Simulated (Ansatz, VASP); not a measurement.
# AlPt3C: VASP beside Ansatz

One calculation is typed for both programs; each brings its own data sets. How far apart do they land? The cell is taken from a series of runs on this material, whose earlier steps may have relaxed, scaled, displaced or heated it; both programs get it as it stands.

Calculated with Ansatz 0.2.0; plane waves, with VASP 6.6.1 beside it; relaxation of cell and atoms at PBEsol.

### Step 1. Starting point

Symmetry: Pmna, No. 53, orthorhombic system. Conventional cell: a = 6.200 Å, b = 4.303 Å, c = 5.355 Å, α = 90.00°, β = 90.00°, γ = 90.00°. Nearest to Al lie 6 Pt at 2.66 to 2.68 Å. Nearest to Pt lie 2 C at 2.15 Å and 4 Pt at 2.66 Å and 2 Al at 2.68 Å. Pt has 2 C at 2.10 Å and 2 Al at 2.66 Å and 2 Pt at 2.66 Å nearest. Nearest to C lie 6 Pt at 2.10 to 2.15 Å. Farther neighbours are not listed.

As a file:

```
Al Pt C
1.0
     6.19964    0.00000    0.00000
     0.00000    4.30274    0.00000
     0.00000    0.00000    5.35457
Al Pt C
2 6 2
Direct
  0.00000 0.00000 0.00000
  0.50000 0.00000 0.50000
  0.00000 0.00000 0.50000
  0.50000 0.00000 0.00000
  0.75000 0.60697 0.25000
  0.25000 0.39303 0.75000
  0.75000 0.39303 0.75000
  0.25000 0.60697 0.25000
  0.00000 0.50000 0.50000
  0.50000 0.50000 0.00000
```

### Step 2. VASP: relaxation of cell and atoms, PBEsol, pair 1

The relaxed volume is the usual yardstick between codes: in a stiff, nearly cubic crystal its relative difference is about their pressure difference at one cell divided by the bulk modulus.

Lines of VASP's logs that name or quote its potential files are left out, and so is its time.

INCAR

```
SYSTEM = AlPt3C
PREC = Accurate
ENCUT = 600
EDIFF = 1E-07
NELM = 120
ISMEAR = 1
SIGMA = 0.2
LREAL = .FALSE.
ALGO = Normal
GGA = PS
NBANDS = 47
LASPH = .TRUE.
LORBIT = 11
LWAVE = .FALSE.
LCHARG = .FALSE.
ISIF = 3
IBRION = 2
NSW = 80
EDIFFG = -0.005
GGA_COMPAT = .FALSE.
NELMIN = 4
KPAR = 2
```

POSCAR

```
AlPt3C
1.0
    6.1996430000      0.0000000000      0.0000000000
    0.0000000000      4.3027410000      0.0000000000
    0.0000000000      0.0000000000      5.3545650000
Al Pt C
2 6 2
Direct
    0.0000000403      0.0000000000      0.0000000000
    0.5000000403      0.0000000000      0.5000000000
    0.0000000403      0.0000000000      0.5000000000
    0.5000000403      0.0000000000      0.0000000000
    0.7500000403      0.6069676283      0.2500000000
    0.2500000403      0.3930323717      0.7500000000
    0.7500000403      0.3930323717      0.7500000000
    0.2500000403      0.6069676283      0.2500000000
    0.0000000403      0.5000000000      0.5000000000
    0.5000000403      0.5000000000      0.0000000000
```

KPOINTS

```
Automatic mesh
0
Gamma
6 8 8
0 0 0
```

PAW data sets: Al, Pt and C (PBE family, release 64).

Started as:

```
$ mpirun -np 2 vasp_std
```

Numbers of over 12 decimals in the logs are rounded to 6 here.

What it wrote:

```text
[banner, memory and clock lines left out]
running    2 mpi-ranks, on    1 nodes
 distrk:  each k-point on    1 cores,    2 groups
 distr:  one band on    1 cores,    1 groups

 POSCAR found type information on POSCAR AlPtC
 POSCAR found :  3 types and      10 ions
|                                                                             |
|               ----> ADVICE to this user running VASP <----                  |
|                                                                             |
|     You enforced a specific xc type in the INCAR file but a different       |
|     [... a line on the potential file left out ...]
|     I HOPE YOU KNOW WHAT YOU ARE DOING!                                     |
|                                                                             |

 LDA part: xc-table for (Slater+PW92), standard interpolation
 POSCAR, INCAR and KPOINTS ok, starting setup
 FFT: planning ... GRIDC
 FFT: planning ... GRID_SOFT
 FFT: planning ... GRID
 WAVECAR not read
 entering main loop
       N       E                     dE             d eps       ncg     rms          rms(c)
DAV:   1     0.459456752237E+03    0.45946E+03   -0.39142E+04  9400   0.165E+03
DAV:   2    -0.452037834618E+02   -0.50466E+03   -0.47851E+03 10192   0.329E+02
DAV:   3    -0.733707610556E+02   -0.28167E+02   -0.27301E+02 11668   0.685E+01
DAV:   4    -0.740308970361E+02   -0.66014E+00   -0.65799E+00 10787   0.113E+01
DAV:   5    -0.740442674039E+02   -0.13370E-01   -0.13366E-01 11592   0.156E+00    0.401E+01
DAV:   6    -0.694059014574E+02    0.46384E+01   -0.22218E+01 11150   0.241E+01    0.176E+01
DAV:   7    -0.690652216086E+02    0.34068E+00   -0.24188E+00 10140   0.791E+00    0.102E+01
DAV:   8    -0.689812992192E+02    0.83922E-01   -0.34891E-01 11022   0.276E+00    0.977E-01
DAV:   9    -0.689618569205E+02    0.19442E-01   -0.58192E-02 11261   0.158E+00    0.398E-01
DAV:  10    -0.689618103213E+02    0.46599E-04   -0.17652E-02 11069   0.710E-01    0.225E-01
DAV:  11    -0.689613434117E+02    0.46691E-03   -0.14106E-03 10864   0.244E-01    0.933E-02
DAV:  12    -0.689613194846E+02    0.23927E-04   -0.56857E-04 11166   0.104E-01    0.264E-02
DAV:  13    -0.689613106777E+02    0.88070E-05   -0.38444E-05 10980   0.261E-02    0.893E-03
DAV:  14    -0.689613114958E+02   -0.81816E-06   -0.28057E-06 10638   0.789E-03    0.322E-03
DAV:  15    -0.689613114159E+02    0.79969E-07   -0.15182E-07  6612   0.206E-03
   1 F= -.68961311E+02 E0= -.68961717E+02  d E =-.689613E+02
[...]
2 F= -.68961316E+02 E0= -.68961772E+02  d E =-.490350E-05
[...]
3 F= -.68961349E+02 E0= -.68961781E+02  d E =-.379831E-04
 curvature:  -0.27 expect dE=-0.154E-04 dE for cont linesearch -0.814E-07
 trial: gam= 0.33226 g(F)=  0.162E-05 g(S)=  0.562E-04 ort = 0.684E-05 (trialstep = 0.902E+00)
 search vector abs. value=  0.793E-04
 bond charge predicted
       N       E                     dE             d eps       ncg     rms          rms(c)
DAV:   1    -0.689615024612E+02   -0.15311E-03   -0.85126E-03  9701   0.433E-01    0.841E-02
DAV:   2    -0.689614053620E+02    0.97099E-04   -0.36220E-04 10940   0.114E-01    0.354E-02
DAV:   3    -0.689613870335E+02    0.18329E-04   -0.61157E-05 10289   0.604E-02    0.249E-02
DAV:   4    -0.689613802796E+02    0.67539E-05   -0.18291E-05 11002   0.297E-02    0.656E-03
DAV:   5    -0.689613801160E+02    0.16357E-06   -0.21555E-06 10781   0.791E-03    0.281E-03
DAV:   6    -0.689613802073E+02   -0.91338E-07   -0.10461E-07  5716   0.171E-03
   4 F= -.68961380E+02 E0= -.68961851E+02  d E =-.308084E-04
 trial-energy change:   -0.000031  1 .order   -0.000030   -0.000054   -0.000007
 step:   1.0207(harm=  1.0277)  dis= 0.00030  next Energy=   -68.961381 (dE=-0.312E-04)
 reached required accuracy - stopping structural energy minimisation
```

From OUTCAR (step 2):

```text
ion  position               nearest neighbor table
   1  0.000  0.000  0.000-   5 2.66   6 2.66   7 2.66   8 2.66   3 2.68   3 2.68   4 3.10   4 3.10
                             5 3.32   6 3.32   7 3.32   8 3.32
   2  0.500  0.000  0.500-   5 2.66   6 2.66   7 2.66   8 2.66   4 2.68   4 2.68   3 3.10   3 3.10
                             5 3.32   6 3.32   7 3.32   8 3.32
   3  0.000  0.000  0.500-   9 2.15   9 2.15   7 2.66   8 2.66   5 2.66   6 2.66   1 2.68   1 2.68
                             2 3.10   2 3.10   6 3.32   7 3.32   5 3.32   8 3.32
   4  0.500  0.000  0.000-  10 2.15  10 2.15   7 2.66   8 2.66   5 2.66   6 2.66   2 2.68   2 2.68
                             1 3.10   1 3.10   6 3.32   7 3.32   5 3.32   8 3.32
   5  0.750  0.607  0.250-   9 2.10  10 2.10   3 2.66   4 2.66   1 2.66   2 2.66   7 2.83   7 2.83
                             8 3.10   8 3.10   2 3.32   3 3.32   4 3.32   1 3.32
   6  0.250  0.393  0.750-   9 2.10  10 2.10   3 2.66   4 2.66   1 2.66   2 2.66   8 2.83   8 2.83
                             7 3.10   7 3.10   3 3.32   4 3.32   1 3.32   2 3.32
   7  0.750  0.393  0.750-   9 2.10  10 2.10   3 2.66   4 2.66   1 2.66   2 2.66   5 2.83   5 2.83
                             6 3.10   6 3.10   3 3.32   4 3.32   1 3.32   2 3.32
   8  0.250  0.607  0.250-   9 2.10  10 2.10   3 2.66   4 2.66   1 2.66   2 2.66   6 2.83   6 2.83
                             5 3.10   5 3.10   2 3.32   3 3.32   4 3.32   1 3.32
   9  0.000  0.500  0.500-   5 2.10   6 2.10   7 2.10   8 2.10   3 2.15   3 2.15
  10  0.500  0.500  0.000-   5 2.10   6 2.10   7 2.10   8 2.10   4 2.15   4 2.15

  LATTYP: Found a simple orthorhombic cell.
 ALAT       =     4.3027410000
 B/A-ratio  =     1.2444544071
 C/A-ratio  =     1.4408589780

 Subroutine GETGRP returns: Found  8 space group operations
 (whereof  4 operations were pure point group operations)

The static configuration has the point symmetry C_2h.
 The point group associated with its full space group is D_2h.

 Found    100 irreducible k-points:

   k-points           NKPTS =    100   k-points in BZ     NKDIM =    100   number of bands    NBANDS=     47

   dimension x,y,z NGX =    50 NGY =   36 NGZ =   48
   dimension x,y,z NGXF=   100 NGYF=   72 NGZF=   96

   ENCUT  =  600.0 eV  44.10 Ry    6.64 a.u.  12.38  8.59 10.69*2*pi/ulx,y,z

   NELECT =      74.0000    total number of electrons

 k-points in reciprocal lattice and weights: Automatic mesh
   0.00000000  0.00000000  0.00000000       0.003
   0.16666667  0.00000000  0.00000000       0.005
   0.33333333  0.00000000  0.00000000       0.005
   0.50000000  0.00000000  0.00000000       0.003
   0.00000000  0.12500000  0.00000000       0.005
   0.16666667  0.12500000  0.00000000       0.010
   0.33333333  0.12500000  0.00000000       0.010
   0.50000000  0.12500000  0.00000000       0.005
   0.00000000  0.25000000  0.00000000       0.005
[...]
0.33333333  0.50000000  0.50000000       0.005
   0.50000000  0.50000000  0.50000000       0.003

 average (electrostatic) potential at core
       1 -71.0870       2 -71.0870       3 -64.4428       4 -64.4428       5 -64.5614
       6 -64.5614       7 -64.5614       8 -64.5614       9 -46.7901      10 -46.7901

 E-fermi :   9.7988

 k-point     1 :       0.0000    0.0000    0.0000
  band No.  band energies     occupation
    ...
     35       8.5947      2.00000
     36       8.6847      2.00000
     37       9.1656      2.00007
     38       9.2852      2.00170
     39       9.5967      2.05238
     40      11.2697     -0.00000
     41      11.9680     -0.00000
     42      12.4424     -0.00000
     43      12.9077     -0.00000
     44      13.3637     -0.00000
    ...

 k-point     2 :       0.1667    0.0000    0.0000
  band No.  band energies     occupation
    ...
     35       8.6726      2.00000
     36       9.1469      2.00004
     37       9.3554      2.00746
     38       9.3795      2.01156
     39       9.6838      1.81696
     40      11.2284     -0.00000
     41      11.8715     -0.00000
     42      12.5185     -0.00000
     43      12.8445     -0.00000
     44      12.8901     -0.00000
    ...

 k-point     3 :       0.3333    0.0000    0.0000
  band No.  band energies     occupation
    ...
     34       8.0667      2.00000
     35       9.1315      2.00003
     36       9.4260      2.02418
     37       9.7309      1.53928
     38       9.7841      1.12356
     39       9.9063      0.22001
     40      10.9579     -0.00000
     41      11.8548     -0.00000
     42      12.3875     -0.00000
     43      12.6996     -0.00000
    ...

  Total       -0.0162205      0.0192342      0.0086496      0.0000000      0.0000000      0.0000000
  in kB       -0.1818883      0.2156825      0.0969919      0.0000000      0.0000000      0.0000000
  external PRESSURE =       0.0435954 kB  Pullay stress =       0.0000000 kB

  energy-cutoff  :      600.00
  volume of cell :      142.88
      direct lattice vectors                 reciprocal lattice vectors
     6.198506767  0.000000000  0.000000000     0.161329178  0.000000000  0.000000000
     0.000000000  4.305961260  0.000000000     0.000000000  0.232236181 -0.000000000
     0.000000000  0.000000000  5.353201912     0.000000000  0.000000000  0.186804088

 POSITION                                       TOTAL-FORCE (eV/Angst)
 -----------------------------------------------------------------------------------
      0.00000      0.00000      0.00000         0.000000      0.000000      0.000000
      3.09925      4.30596      2.67660         0.000000     -0.000000      0.000000
      0.00000      4.30596      2.67660         0.000000     -0.000000      0.000000
      3.09925      0.00000      0.00000         0.000000      0.000000      0.000000
      4.64888      2.61308      1.33830         0.000000      0.001743      0.000000
      1.54963      1.69288      4.01490         0.000000     -0.001743      0.000000
      4.64888      1.69288      4.01490         0.000000     -0.001743      0.000000
      1.54963      2.61308      1.33830         0.000000      0.001743      0.000000
      0.00000      2.15298      2.67660         0.000000      0.000000      0.000000
      3.09925      2.15298      0.00000         0.000000     -0.000000      0.000000
 -----------------------------------------------------------------------------------
    total drift:                               -0.000228      0.000040     -0.000000

  FREE ENERGIE OF THE ION-ELECTRON SYSTEM (eV)
  ---------------------------------------------------
  free  energy   TOTEN  =       -68.9613802073 eV

  energy  without entropy=      -68.9627938395  energy(sigma->0) =      -68.96185142

 reached required accuracy - stopping structural energy minimisation

 total charge
# of ion       s       p       d       tot
------------------------------------------
    1        0.378   0.303   0.000   0.681
    2        0.378   0.303   0.000   0.681
    3        0.683   0.673   8.192   9.548
    4        0.683   0.673   8.192   9.548
    5        0.659   0.664   8.195   9.518
    6        0.659   0.664   8.195   9.518
    7        0.659   0.664   8.195   9.518
    8        0.659   0.664   8.195   9.518
    9        0.828   1.465   0.000   2.293
   10        0.828   1.465   0.000   2.293
--------------------------------------------------
tot          6.414   7.539  49.162  63.115

[... 3 further parts left out ...]
```

CONTCAR:

```
AlPt3C
   1.00000000000000
     6.1985067672360410    0.0000000000000000    0.0000000000000000
     0.0000000000000000    4.3059612600729498    0.0000000000000000
     0.0000000000000000    0.0000000000000000    5.3532019119501788
  Al              Pt              C
     2     6     2
Direct
     0.0000000403000016    0.0000000000000000    0.0000000000000000
     0.5000000403000016    1.0000000000000000    0.5000000000000000
     0.0000000403000016    1.0000000000000000    0.5000000000000000
     0.5000000403000016    0.0000000000000000    0.0000000000000000
     0.7500000403000016    0.6068518495317599    0.2500000000000000
     0.2500000403000016    0.3931481504682401    0.7500000000000000
     0.7500000403000016    0.3931481504682401    0.7500000000000000
     0.2500000403000016    0.6068518495317599    0.2500000000000000
     0.0000000403000016    0.5000000000000000    0.5000000000000000
     0.5000000403000016    0.5000000000000000    0.0000000000000000
```

The run keeps the 8 symmetry operations of its start, so it cannot find a distortion of lower symmetry.

(Continued in part 2 of 2.)

[Lines on the potential files, build, host, timing and source positions are cut from VASP's logs without a mark.]

[Logs are printed without paths, hosts, clocks, repeated set-up lines and the standing remarks that a program may print on its own settings, such as how far it seeks lower states.]

[Hosts, paths, dates, database ids (printed as entryN), source tags and the programs' standing remarks are cut or masked in the printed files.]
